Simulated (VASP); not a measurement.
Method: HSE06 screened hybrid, VASP's PBE PAW potentials (set 64) (plane waves; VASP).

A VASP calculation is set up with these files.

File POSCAR:
```
Mg32NO31
1
    8.4869590160     0.0000000000     0.0000000000
    0.0000000000     8.4869590160     0.0000000000
    0.0000000000     0.0000000000     8.4869590160
Mg O N
32 31 1
Direct
  0.5001474938   0.0002873491   0.0001253015
  0.7494869570   0.2507156149   0.0006752157
  0.7497769222   0.0004057949   0.2500636915
  0.0000219819   0.0001884967   0.0003561511
  0.2503452662   0.2509134098   0.0004857181
  0.4999400691   0.5005634183   0.0062999770
  0.7496435527   0.7497209015   0.0004322893
  0.2503457925   0.0005188316   0.2498081179
  0.4997964842   0.2563942055   0.2503055179
  0.7438341237   0.5003184956   0.2504463019
  0.5000577183   0.0003227237   0.5000143536
  0.7494718733   0.2506218468   0.4996814688
  0.7497333623   0.0001724870   0.7500904062
  0.9998287076   0.5003147689   0.0004227449
  0.2506080015   0.7500265514   0.0003032641
  0.9999726330   0.2505765793   0.2499874577
  0.2557477467   0.5007706852   0.2501287260
  0.5001475062   0.7447573942   0.2503354300
  0.0000334172   0.0002597751   0.4995956481
  0.2502349498   0.2507259920   0.4996463891
  0.4997170796   0.5004187174   0.4944792027
  0.7498359835   0.7497843294   0.4998392395
  0.2504616541   0.0003092755   0.7500481098
  0.4998850198   0.2504348532   0.7501984624
  0.7496160698   0.4999591385   0.7502079220
  0.9999664064   0.7503566519   0.2499212859
  0.9999211674   0.5002000125   0.4999000417
  0.2503971461   0.7502238470   0.4996535869
  0.9999374178   0.2505475048   0.7501329800
  0.2500713618   0.5003380805   0.7501312980
  0.5001331781   0.7499835922   0.7499821797
  0.0001252455   0.7496825705   0.7500877806
  0.7537255401   0.2465479261   0.2501573949
  0.9998632746   0.5004670789   0.2501459216
  0.0000477473   0.2494072861   0.5007018011
  0.2459750603   0.2465393674   0.2500491813
  0.7539344057   0.7542932315   0.2501873995
  0.0000143785   0.0004769587   0.2498882411
  0.4997202332   0.2463731688   0.5040415115
  0.7538324254   0.5001096185   0.5042110196
  0.9999926542   0.7510588099   0.5008157964
  0.7507213915   0.2493323364   0.7501955827
  0.9998828305   0.5001476584   0.7502523675
  0.9998495889   0.2494703217   0.9994362864
  0.2460380268   0.7545113827   0.2500263593
  0.5000468540   0.0003902117   0.2500819470
  0.2458209779   0.5004570016   0.5042149337
  0.5000532846   0.7543204778   0.5042067591
  0.7507338883   0.0003936345   0.5008418358
  0.2490943832   0.2494667027   0.7500714463
  0.4998497348   0.5002207442   0.7499708557
  0.7509491509   0.7508263252   0.7499818633
  0.0000699613   0.0001394934   0.7500678134
  0.4998707330   0.2465884821   0.9962610889
  0.7536132352   0.5002060275   0.9962650237
  0.0001205211   0.7509950752   0.9991912935
  0.2493573164   0.0003521747   0.5007866081
  0.2492424866   0.7510921980   0.7501506124
  0.5001282799   0.0002793708   0.7501279163
  0.2461113487   0.5004658734   0.9961723881
  0.5001157921   0.7540474705   0.9960787505
  0.7507736179   0.0002245151   0.9992569380
  0.2493537444   0.0003393835   0.9991579125
  0.4998268441   0.5006667980   0.2504388911
```

INCAR:
```
AEXX  =  0.25
ALGO  =  Normal
EDIFF  =  1E-5
ENCUT  =  400
GGA  =  PE
HFSCREEN  =  0.2
ISIF  =  0
ISMEAR  =  0
ISYM  =  0
LASPH  =  .TRUE.
LCHARG  =  .FALSE.
LHFCALC  =  .TRUE.
LREAL  =  Auto
LWAVE  =  .FALSE.
NELECT  =  256.0
NELM  =  50
NELMIN  =  4
PREC  =  Normal
PRECFOCK  =  Fast
SIGMA  =  0.05
SYSTEM  =  Mg32NO31
```

KPOINTS:
```
Automatic mesh
0
Gamma
1 1 1
0 0 0
```

POTCAR, in this order: Mg O N (PBE.64 set). Program: vasp_gam. Read from the step before: WAVECAR.

Output of the run:

OUTCAR:
```
 ion  position               nearest neighbor table
   1  0.500  0.000  0.000-  61 2.09  54 2.09  46 2.12  59 2.12  62 2.13  63 2.13   8 3.00   3 3.00
                            13 3.00  23 3.00   2 3.00  15 3.00   7 3.00  24 3.00   5 3.00  31 3.00
   2  0.749  0.251  0.001-  33 2.12  55 2.12  54 2.12  44 2.12  42 2.13  62 2.13   9 3.00  10 3.00
                             6 3.00   3 3.00  25 3.00   1 3.00  16 3.00  14 3.00  24 3.00  29 3.01
   3  0.750  0.000  0.250-  37 2.09  33 2.09  46 2.12  38 2.12  49 2.13  62 2.13   1 3.00  11 3.00
                             2 3.00  19 3.00  12 3.00   4 3.00  26 3.00   7 3.00  16 3.00  22 3.00
   4  0.000  0.000  0.000-  56 2.11  62 2.12  44 2.12  63 2.12  38 2.12  53 2.12  26 3.00   8 3.00
                             3 3.00  16 3.00  13 3.00  29 3.00  23 3.01  15 3.01  32 3.01   7 3.01
   5  0.250  0.251  0.000-  54 2.12  60 2.12  36 2.12  50 2.13  44 2.13  63 2.13   6 3.00   9 3.00
                            17 3.00   8 3.00  30 3.00  24 3.00  16 3.00  14 3.00   1 3.00  29 3.01
   6  0.500  0.501  0.006-  64 2.07  61 2.15  55 2.15  60 2.16  54 2.16  51 2.18  17 2.93  10 2.93
                             9 2.93  18 2.93  15 2.99   7 2.99   5 3.00   2 3.00  31 3.04  25 3.04
   7  0.750  0.750  0.000-  55 2.12  61 2.12  37 2.12  52 2.13  56 2.13  62 2.13   6 2.99  18 3.00
                            10 3.00  14 3.00  26 3.00  31 3.00  25 3.00   1 3.00   3 3.00  13 3.01
   8  0.250  0.001  0.250-  45 2.09  36 2.09  46 2.12  38 2.12  63 2.13  57 2.13   1 3.00   5 3.00
                             4 3.00  11 3.00  15 3.00  20 3.00  19 3.00  28 3.00  16 3.00  26 3.00
   9  0.500  0.256  0.250-  64 2.07  39 2.16  36 2.16  33 2.16  54 2.16  46 2.17  10 2.93   6 2.93
                            21 2.93  17 2.93  20 2.99  12 3.00   5 3.00   2 3.00   8 3.03  11 3.04
  10  0.744  0.500  0.250-  64 2.07  40 2.16  33 2.16  37 2.16  55 2.16  34 2.17   9 2.93   6 2.93
                            18 2.93  21 2.93  22 2.99  12 2.99   2 3.00   7 3.00  27 3.03  16 3.04
  11  0.500  0.000  0.500-  48 2.09  39 2.09  46 2.12  59 2.12  49 2.13  57 2.13  23 3.00   3 3.00
                            12 3.00  13 3.00  28 3.00   8 3.00  20 3.00  24 3.00  31 3.00  22 3.00
  12  0.749  0.251  0.500-  40 2.12  33 2.12  39 2.12  49 2.12  42 2.13  35 2.13  10 2.99   9 3.00
                            21 3.00  11 3.00   3 3.00  25 3.00  27 3.00  24 3.00  16 3.00  13 3.01
...
```

**OSZICAR**
```
       N       E                     dE             d eps       ncg     rms          rms(c)
DAV:   1    -0.449365317887E+03   -0.44937E+03   -0.79931E+00   322   0.790E+00    0.168E+00
DAV:   2    -0.449431846011E+03   -0.66528E-01   -0.16321E-01   356   0.943E-01    0.107E+00
DAV:   3    -0.449414575240E+03    0.17271E-01   -0.13636E-02   355   0.269E-01    0.676E-01
DAV:   4    -0.449410267871E+03    0.43074E-02   -0.43387E-03   364   0.147E-01    0.434E-01
DAV:   5    -0.449408767651E+03    0.15002E-02   -0.49611E-04   363   0.802E-02    0.256E-01
DAV:   6    -0.449408229272E+03    0.53838E-03   -0.22524E-04   340   0.598E-02    0.145E-01
DAV:   7    -0.449408052274E+03    0.17700E-03   -0.65013E-05   347   0.327E-02    0.836E-02
DAV:   8    -0.449407990812E+03    0.61462E-04   -0.22307E-05   212   0.183E-02    0.500E-02
DAV:   9    -0.449407969925E+03    0.20887E-04   -0.11879E-05   179   0.131E-02    0.300E-02
DAV:  10    -0.449407962911E+03    0.70143E-05   -0.35851E-06   188   0.706E-03
   1 F= -.44940796E+03 E0= -.44940796E+03  d E =-.561206E-16
```

OUTCAR:
```
------------------------ aborting loop because EDIFF is reached ----------------------------------------
  volume of cell :      611.30
      direct lattice vectors                 reciprocal lattice vectors
     8.486959016  0.000000000  0.000000000     0.117827834  0.000000000  0.000000000
     0.000000000  8.486959016  0.000000000     0.000000000  0.117827834  0.000000000
     0.000000000  0.000000000  8.486959016     0.000000000  0.000000000  0.117827834
 POSITION                                       TOTAL-FORCE (eV/Angst)
 -----------------------------------------------------------------------------------
      4.24473      0.00244      0.00106        -0.006399      0.003880      0.002564
      6.36087      2.12781      0.00573         0.000390     -0.004441     -0.008798
      6.36333      0.00344      2.12228         0.004966      0.002146      0.000950
      0.00019      0.00160      0.00302         0.000692      0.007161     -0.004509
      2.12467      2.12949      0.00412        -0.000681     -0.008694     -0.002435
      4.24297      4.24826      0.05347        -0.003072     -0.012590      0.002873
      6.36219      6.36285      0.00367        -0.000494      0.009721      0.000786
      2.12467      0.00440      2.12011        -0.012303     -0.001400      0.011430
      4.24175      2.17601      2.12433         0.000598      0.012213     -0.007558
      6.31289      4.24618      2.12553         0.000434      0.002954     -0.009824
      4.24397      0.00274      4.24360        -0.002831      0.002970      0.000514
      6.36074      2.12702      4.24078         0.004939     -0.000202      0.007122
      6.36296      0.00146      6.36599         0.002490      0.003716     -0.000598
      8.48551      4.24615      0.00359         0.007453     -0.001918     -0.012537
      2.12690      6.36544      0.00257        -0.010727     -0.001340      0.007275
      8.48673      2.12663      2.12163        -0.002504     -0.003827      0.005678
      2.17052      4.25002      2.12283         0.013319     -0.015154      0.004435
      4.24473      6.32073      2.12459        -0.007217     -0.017652     -0.007825
      0.00028      0.00220      4.24005         0.000094      0.003955      0.008984
      2.12373      2.12790      4.24048         0.001405      0.000694      0.005567
      4.24108      4.24703      4.19662         0.003767     -0.003913     -0.020980
      6.36383      6.36339      4.24212        -0.008271      0.008391     -0.000816
      2.12566      0.00262      6.36563        -0.006213      0.002619      0.001973
      4.24250      2.12543      6.36690         0.000536      0.002874     -0.002051
      6.36196      4.24313      6.36698         0.011704      0.011469     -0.002212
      8.48667      6.36825      2.12107         0.002755     -0.004500      0.008446
      8.48629      4.24518      4.24263         0.002052      0.004800      0.008568
      2.12511      6.36712      4.24054        -0.006240     -0.010878      0.004276
      8.48643      2.12639      6.36635         0.001033      0.002082      0.000369
      2.12235      4.24635      6.36633        -0.002650     -0.001124      0.000461
      4.24461      6.36508      6.36507        -0.005475      0.008093      0.008232
      0.00106      6.36253      6.36596        -0.005815      0.011103     -0.000855
      6.39684      2.09244      2.12308         0.003595     -0.006948     -0.000798
      8.48580      4.24744      2.12298         0.002979     -0.004274     -0.005345
      0.00041      2.11671      4.24944        -0.010276      0.007287      0.012107
      2.08758      2.09237      2.12216         0.007589      0.001341     -0.001722
      6.39861      6.40166      2.12333        -0.003188     -0.003192     -0.005042
      0.00012      0.00405      2.12079        -0.004164     -0.010030      0.008181
      4.24111      2.09096      4.27778         0.013874      0.004879      0.006158
      6.39774      4.24441      4.27922        -0.000153      0.005624     -0.005090
      8.48690      6.37421      4.25040         0.000926      0.001069     -0.000789
      6.37134      2.11607      6.36688        -0.000869      0.008293     -0.006045
      8.48596      4.24473      6.36736         0.001450      0.000467     -0.005867
      8.48568      2.11724      8.48217         0.006933      0.007930     -0.008276
      2.08811      6.40351      2.12196         0.008653     -0.009984      0.000762
      4.24388      0.00331      2.12244        -0.000585     -0.003562     -0.003749
      2.08627      4.24736      4.27925         0.014621     -0.002638     -0.009347
      4.24393      6.40189      4.27918        -0.001319     -0.006165     -0.004220
      6.37145      0.00334      4.25062         0.003010     -0.007765     -0.000207
      2.11405      2.11721      6.36583         0.004084      0.003931      0.005415
      4.24220      4.24535      6.36497         0.005361      0.003623      0.007233
      6.37327      6.37223      6.36507        -0.012006      0.009720      0.010263
      0.00059      0.00118      6.36579        -0.004336      0.008277     -0.002412
      4.24238      2.09279      8.45523         0.005253     -0.008066     -0.003782
      6.39588      4.24523      8.45526         0.011629      0.006618     -0.002688
      0.00102      6.37366      8.48010        -0.013831     -0.000748      0.012176
      2.11629      0.00299      4.25016        -0.008240     -0.003973      0.001714
      2.11531      6.37449      6.36650         0.004062      0.000600     -0.009646
      4.24457      0.00237      6.36630        -0.004853     -0.000465      0.000539
      2.08874      4.24743      8.45447        -0.003064     -0.007380      0.000884
      4.24446      6.39957      8.45368        -0.001068      0.011258     -0.001065
      6.37178      0.00191      8.48065        -0.004521     -0.001010      0.006456
      2.11626      0.00288      8.47981         0.000334      0.001135      0.008136
      4.24201      4.24914      2.12546         0.000383     -0.019055     -0.013439
 -----------------------------------------------------------------------------------
    total drift:                                0.004167      0.005821      0.001410
  FREE ENERGIE OF THE ION-ELECTRON SYSTEM (eV)
  ---------------------------------------------------
  free  energy   TOTEN  =      -449.4079629106 eV

  energy  without entropy=     -449.4079629106  energy(sigma->0) =     -449.40796291

  exchange ACFDT corr.  =         0.00000000  see jH, gK, PRB 81, 115126
```
(Selected blocks of OUTCAR.)

The cell is charged, with a uniform compensating background. The supercell is sampled at Γ alone, which is coarse: total energies, pressure and levels can be off, energies of defects by several tenths of an eV.

The cell is a supercell with a defect, built from MgO (rock salt): N_O, charge -1. The cell's shape comes from a PBE relaxation. The run is not spin-polarised, so no state with unpaired spins was tried.
